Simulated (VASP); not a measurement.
Ta (space group Im-3m): the measured cell of entry 1541266 of the Crystallography Open Database is

```cif
data_Ta2
_chemical_formula_sum 'Ta2'
_space_group_name_H-M_alt 'Im-3m'
_space_group_IT_number 229
_space_group_name_Hall '-I 4 2 3'
_cell_length_a 3.30256
_cell_length_b 3.30256
_cell_length_c 3.30256
_cell_angle_alpha 90.000
_cell_angle_beta 90.000
_cell_angle_gamma 90.000
loop_
_atom_site_label
_atom_site_type_symbol
_atom_site_symmetry_multiplicity
_atom_site_Wyckoff_symbol
_atom_site_fract_x
_atom_site_fract_y
_atom_site_fract_z
_atom_site_occupancy
Ta1 Ta 2 a 0.00000 0.00000 0.00000 1
```
(The calculation used a cell of 1 atom; values per cell refer to that cell.)

The numbers are results of PBEsol GGA, VASP's PBE PAW potentials (set 64) (plane waves; VASP), not measurements. Run with 400 eV cut-off, 17×17×17 Γ-centred mesh, tetrahedra with Blöchl corrections, potentials Ta_pv.

The calculation is for a static lattice at zero pressure; the measurement, whose temperature isn't given here, holds thermal and zero-point expansion. The entry's conditions were not checked, so it may have been measured under pressure.

How far does the relaxed conventional cell lie from the measured one?

```tsv
	measured	computed	difference
a (Å)	3.303	3.284	-0.6 %
V (Å³/atom)	18.01	17.71	-1.7 %
```

The structure comes from a measured Ta entry (Im-3m) of the Crystallography Open Database, whose conditions weren't checked. It was relaxed first. Symmetry was kept, so distortions that lower it aren't found.
